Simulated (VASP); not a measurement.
An input for Ansatz (written as the equivalent of a VASP run, and not itself run):

Ansatz 0.2 input:
```yaml
crystal:
  lattice:
    - [0.0000000, 2.8373865, 2.8373865]
    - [2.8373865, 0.0000000, 2.8373865]
    - [2.8373865, 2.8373865, 0.0000000]
  atoms:
    - { symbol: Ga, position: [0.0000000, 0.0000000, 0.0000000] }
    - { symbol: As, position: [0.2500000, 0.2500000, 0.2500000] }
kpoints:
  mp_grid: { grid: [9, 9, 9] }
hamiltonian:
  xc: pbe
  dispersion: d3bj
  pseudopotentials: { kind: paw }
scf:
  occupations: { method: tetrahedron }
  max_iter: 100
output: { forces: true, stress: true, eigenvalues: true }
```

Task: Write the VASP files for the same calculation (PBE-D3(BJ)).

Result: One answer among several that fit: 
INCAR:
```
! general
SYSTEM   =  GaAs
PREC     =  Accurate
ENCUT    =  400   ! plane-wave cut-off (eV)
LREAL    =  .FALSE.   ! projection in real space or not
LASPH    =  .TRUE.

! electronic loop
EDIFF    =  1E-7   ! SCF stop (eV)
NELM     =  100   ! most electronic steps
ALGO     =  Normal   ! blocked Davidson
LMAXMIX  =  4   ! l cut-off of mixed one-centre charges

! smearing
ISMEAR   =  -5

! functional
GGA      =  PE   ! PBE
IVDW     =  12   ! D3, Becke-Johnson

! ions
ISIF     =  2   ! forces and stress, cell fixed

! output
LWAVE    =  .FALSE.
LCHARG   =  .TRUE.
LORBIT   =  11   ! lm-projected
NEDOS    =  601   ! DOS grid
```

**KPOINTS**
```
Automatic mesh
0
Gamma
9 9 9
0 0 0
```

### POSCAR
```
GaAs
4.012670
  0.0000000000   0.7071068659   0.7071068659
  0.7071068659   0.0000000000   0.7071068659
  0.7071068659   0.7071068659   0.0000000000
Ga As
1 1
Direct
  0.0000000000   0.0000000000   0.0000000000
  0.2500000000   0.2500000000   0.2500000000
```

POTCAR, in this order: Ga_d As (PBE.64 set). Program: vasp_std.

The two are equivalent in intent, not identical: each code has its own PAW files, so the cut-off isn't converted (ENCUT is set for VASP's; basis.ecutwfc is left out, and Ansatz then takes the one that its files recommend); Ansatz stops its SCF on the density residual and VASP on the energy change (EDIFF).

The structure comes from a measured GaAs entry (F-43m) of the Crystallography Open Database, whose conditions weren't checked. It was relaxed first.
